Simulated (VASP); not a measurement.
A run of VASP 6.6.1:

File INCAR:

```
SYSTEM = Zr6Ga
PREC = Accurate
ENCUT = 520
EDIFF = 1E-6
ISMEAR = 0
SIGMA = 0.1
LREAL = .FALSE.
LASPH = .TRUE.
NELM = 100
ALGO = Normal
ISIF = 2
LWAVE = .FALSE.
LCHARG = .FALSE.
GGA = PE
NBANDS = 52
```

KPOINTS

```
regular mesh
0
G
  4 4 4
  0 0 0
```

POSCAR

```
Zr6Ga
1.0
    4.8651863800      0.0000000000      0.0000000000
    0.0000000000      4.8651863800      0.0000000000
    0.0000000000      0.0000000000      4.8651863800
Zr Ga
6 1
Direct
    0.2031388100      0.5000000000      0.5000000000
    0.5000000000      0.5000000000      0.7968611900
    0.5000000000      0.5000000000      0.2031388100
    0.5000000000      0.2031388100      0.5000000000
    0.5000000000      0.7968611900      0.5000000000
    0.7968611900      0.5000000000      0.5000000000
    0.0000000000      0.0000000000      0.0000000000
```

Potentials or basis: VASP PAW PBE potentials, release 64 (Zr_sv, Ga_d).

Launch:

```sh
$ cat potpaw_PBE.64/Zr_sv/POTCAR potpaw_PBE.64/Ga_d/POTCAR > POTCAR
$ mpirun -np 1 vasp_std > vasp.out
```

Hardware: 1 thread of Intel(R) Xeon(R) Platinum 8375C CPU @ 2.90GHz (Ice Lake), on a shared host.

Q: Estimate the wall time of this run.

A: Run time: 41 s on 1 thread of Intel(R) Xeon(R) Platinum 8375C CPU @ 2.90GHz (Ice Lake), with other jobs on the host, peak memory 0.22 GiB. Counts: scf iterations 14, k points 10.
